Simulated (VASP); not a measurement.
Consider the following.

```yaml
crystal:
  lattice:
    - [2.97330, 0.00000, 0.00000]
    - [0.00000, 2.97330, 0.00000]
    - [0.00000, 0.00000, 2.97330]
  atoms:
    - { symbol: Al, position: [0.50000, 0.50000, 0.50000] }
    - { symbol: Ru, position: [0.00000, 0.00000, 0.00000] }
```

These are PBE GGA with D3 dispersion (Becke-Johnson damping), VASP's PBE PAW potentials (set 64) (plane waves; VASP) values and carry that method's errors. Numerical set-up: 520 eV cut-off, Gaussian smearing of 0.050 eV, potentials Al Ru_pv.

Task: Give the energies of bands 4 to 11 at the high-symmetry points, in eV from the Fermi level.

Result: 
```csv
band,Γ,X,M,R
4,-9.76,-5.91,-6.12,-4.71
5,-3.64,-5.50,-3.11,-4.71
6,-3.64,-2.82,-1.36,-4.71
7,0.21,-1.62,-1.36,1.70
8,0.21,-1.62,-1.18,1.70
9,0.21,0.47,-1.18,2.71
10,6.19,2.38,1.60,4.20
11,6.19,7.46,5.46,4.20
```

It has no gap at this level: it comes out as a metal or semimetal.

The compound is RuAl in the CsCl type structure. It was relaxed first. The electron count is odd and the run is not spin-polarised, which forces a metal.
